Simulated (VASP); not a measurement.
Level of theory: r2SCAN+rVV10, VASP's PBE PAW potentials (set 64) (plane waves; VASP).

Input for VASP

### POSCAR
```
ZnS
1
    1.9351195708    -3.3517253729     0.0000000000
    1.9351195708     3.3517253729     0.0000000000
    0.0000000000     0.0000000000     6.3420878055
Zn S
2 2
Direct
  0.6666670000   0.3333330000   0.5002087878
  0.3333330000   0.6666670000   0.0002087878
  0.6666670000   0.3333330000   0.8747912122
  0.3333330000   0.6666670000   0.3747912122
```

### KPOINTS
```
kpoints
0
gamma
 7 7 4
```

### INCAR
```
SYSTEM  =  ZnS
PREC  =  Accurate; ENCUT  =  520; LREAL  =  .FALSE.
LASPH  =  .TRUE.
EDIFF  =  1E-7; NELM  =  100; ALGO  =  Normal
LMAXMIX  =  4; LMIXTAU  =  .TRUE.
ISMEAR  =  0; SIGMA  =  0.05
METAGGA  =  R2SCAN; LUSE_VDW  =  .TRUE.; BPARAM  =  11.95
CPARAM  =  0.0093
IBRION  =  2; NSW  =  30; ISIF  =  4
EDIFFG  =  -0.01
LWAVE  =  .FALSE.; LCHARG  =  .FALSE.
```

POTCAR, in this order: Zn S (PBE.64 set). Program: vasp_std.

Output of the run:

OSZICAR:
```
       N       E                     dE             d eps       ncg     rms          rms(c)
DAV:   1     0.208807184373E+03    0.20881E+03   -0.17949E+04  1056   0.199E+03
DAV:   2    -0.205440500161E+02   -0.22935E+03   -0.22454E+03  1110   0.382E+02
DAV:   3    -0.423364740529E+02   -0.21792E+02   -0.21682E+02  1254   0.121E+02
DAV:   4    -0.428149160939E+02   -0.47844E+00   -0.47787E+00  1254   0.182E+01
DAV:   5    -0.428228031328E+02   -0.78870E-02   -0.78861E-02  1290   0.228E+00    0.962E+00
DAV:   6    -0.387096045236E+02    0.41132E+01   -0.37028E+00  1268   0.527E+01    0.881E+00
DAV:   7    -0.361099007477E+02    0.25997E+01   -0.11293E+00  1080   0.127E+01    0.448E+00
DAV:   8    -0.367300412140E+02   -0.62014E+00   -0.89679E-01  1092   0.746E+00    0.141E+00
DAV:   9    -0.366410942824E+02    0.88947E-01   -0.21210E-01  1086   0.439E+00    0.842E-01
DAV:  10    -0.365760698835E+02    0.65024E-01   -0.78949E-02  1098   0.280E+00    0.417E-01
DAV:  11    -0.366294094572E+02   -0.53340E-01   -0.49108E-02  1110   0.216E+00    0.148E-01
DAV:  12    -0.366331651346E+02   -0.37557E-02   -0.24599E-02  1092   0.126E+00    0.100E-01
DAV:  13    -0.366361167501E+02   -0.29516E-02   -0.16298E-03  1366   0.385E-01    0.466E-02
DAV:  14    -0.366424287676E+02   -0.63120E-02   -0.63868E-03  1086   0.715E-01    0.675E-02
DAV:  15    -0.366426082352E+02   -0.17947E-03   -0.92242E-04  1268   0.407E-01    0.344E-02
DAV:  16    -0.366428547060E+02   -0.24647E-03   -0.25939E-04  1152   0.122E-01    0.106E-02
DAV:  17    -0.366428538157E+02    0.89023E-06   -0.78634E-06  1272   0.323E-02    0.815E-03
DAV:  18    -0.366428577132E+02   -0.38975E-05   -0.47311E-06  1214   0.147E-02    0.264E-03
DAV:  19    -0.366428569505E+02    0.76271E-06   -0.45235E-07  1182   0.733E-03    0.126E-03
DAV:  20    -0.366428587677E+02   -0.18172E-05   -0.30095E-07  1124   0.702E-03    0.378E-04
DAV:  21    -0.366428583237E+02    0.44394E-06   -0.33779E-08   780   0.220E-03    0.226E-04
DAV:  22    -0.366428584035E+02   -0.79759E-07   -0.88752E-09   672   0.190E-03
   1 F= -.36642858E+02 E0= -.36642858E+02  d E =-.366429E+02
       N       E                     dE             d eps       ncg     rms          rms(c)
DAV:   1    -0.366428757615E+02   -0.17438E-04   -0.75538E-03  1074   0.615E-01    0.497E-02
DAV:   2    -0.366428942362E+02   -0.18475E-04   -0.24332E-04  1218   0.150E-01    0.178E-02
DAV:   3    -0.366428922670E+02    0.19691E-05   -0.67658E-06  1286   0.274E-02    0.121E-02
DAV:   4    -0.366428875822E+02    0.46848E-05   -0.98902E-06  1182   0.310E-02    0.348E-03
DAV:   5    -0.366428902573E+02   -0.26751E-05   -0.37089E-06  1098   0.201E-02    0.255E-03
DAV:   6    -0.366428899914E+02    0.26595E-06   -0.23915E-07  1004   0.479E-03    0.136E-03
DAV:   7    -0.366428903451E+02   -0.35370E-06   -0.28217E-07   930   0.414E-03    0.301E-04
DAV:   8    -0.366428902272E+02    0.11789E-06   -0.69064E-08   666   0.231E-03    0.385E-04
DAV:   9    -0.366428902821E+02   -0.54892E-07   -0.53120E-09   576   0.667E-04
   2 F= -.36642890E+02 E0= -.36642890E+02  d E =-.318785E-04
```

### OUTCAR
```
------------------------ aborting loop because EDIFF is reached ----------------------------------------
  FORCE on cell =-STRESS in cart. coord.  units (eV):
  Direction    XX          YY          ZZ          XY          YZ          ZX
  --------------------------------------------------------------------------------------
  Total       -2.1593750     -2.1593749     -2.1736120      0.0000000      0.0000000      0.0000000
  in kB      -42.0533086    -42.0533076    -42.3305712      0.0000000      0.0000000      0.0000000
  external PRESSURE =     -42.1457291 kB  Pullay stress =       0.0000000 kB
  volume of cell :       82.27
      direct lattice vectors                 reciprocal lattice vectors
     1.934925662 -3.351389515  0.000000000     0.258407860 -0.149191849  0.000000000
     1.934925662  3.351389515  0.000000000     0.258407860  0.149191849  0.000000000
     0.000000000  0.000000000  6.343359014     0.000000000  0.000000000  0.157645184
  FREE ENERGIE OF THE ION-ELECTRON SYSTEM (eV)
  ---------------------------------------------------
  free  energy   TOTEN  =       -36.6428902821 eV

  energy  without entropy=      -36.6428902821  energy(sigma->0) =      -36.64289028

 reached required accuracy - stopping structural energy minimisation
```
(Selected blocks of OUTCAR.)

### CONTCAR
```
ZnS
   1.00000000000000
     1.9349256616160206   -3.3513895145712458    0.0000000000000000
     1.9349256616160206    3.3513895145712458    0.0000000000000000
     0.0000000000000000    0.0000000000000000    6.3433590136313551
  Zn              S
     2     2
Direct
     0.6666669999999968    0.3333330000000032    0.5000944242948728
     0.3333330000000032    0.6666669999999968    0.0000944242948728
     0.6666669999999968    0.3333330000000032    0.8749055757051272
     0.3333330000000032    0.6666669999999968    0.3749055757051272
```

### OUTCAR
```
 val. band max:        1.4586966402   @ k =   0.0000   0.0000   0.0000

 cond. band min:       3.9657976733   @ k =   0.0000   0.0000   0.0000


 Fermi energy:         1.7119876752

 k-point     1 :       0.0000    0.0000    0.0000
  band No.  band energies     occupation
      1     -11.9566      2.00000
      2     -11.0791      2.00000
      3      -4.8797      2.00000
      4      -4.8699      2.00000
      5      -4.8698      2.00000
      6      -4.7880      2.00000
      7      -4.7879      2.00000
      8      -4.4267      2.00000
      9      -4.4267      2.00000
     10      -4.3587      2.00000
     11      -4.3586      2.00000
     12      -4.2156      2.00000
     13      -3.6977      2.00000
     14       0.6072      2.00000
     15       0.6072      2.00000
     16       1.3877      2.00000
     17       1.4587      2.00000
     18       1.4587      2.00000
     19       3.9658      0.00000
     20       4.9413      0.00000
     21       8.2638      0.00000
     22       8.2640      0.00000

 k-point     2 :       0.1429    0.0000    0.0000
  band No.  band energies     occupation
      1     -11.8276      2.00000
      2     -11.0089      2.00000
      3      -4.8755      2.00000
      4      -4.8510      2.00000
      5      -4.8445      2.00000
      6      -4.7693      2.00000
      7      -4.7513      2.00000
      8      -4.4427      2.00000
      9      -4.4269      2.00000
     10      -4.4075      2.00000
     11      -4.3529      2.00000
     12      -4.1789      2.00000
     13      -3.5086      2.00000
     14      -0.3113      2.00000
     15       0.3179      2.00000
     16       0.4473      2.00000
     17       1.2189      2.00000
     18       1.2982      2.00000
     19       4.8798      0.00000
     20       5.7347      0.00000
     21       7.7281      0.00000
     22       8.6295      0.00000

 k-point     3 :       0.2857   -0.0000    0.0000
  band No.  band energies     occupation
      1     -11.4974      2.00000
...
```

The compound is ZnS in the wurtzite structure, the high-temperature form. This cell is one point of a volume scan, at 1.06 of the reference volume. Symmetry was kept, so distortions that lower it aren't found.
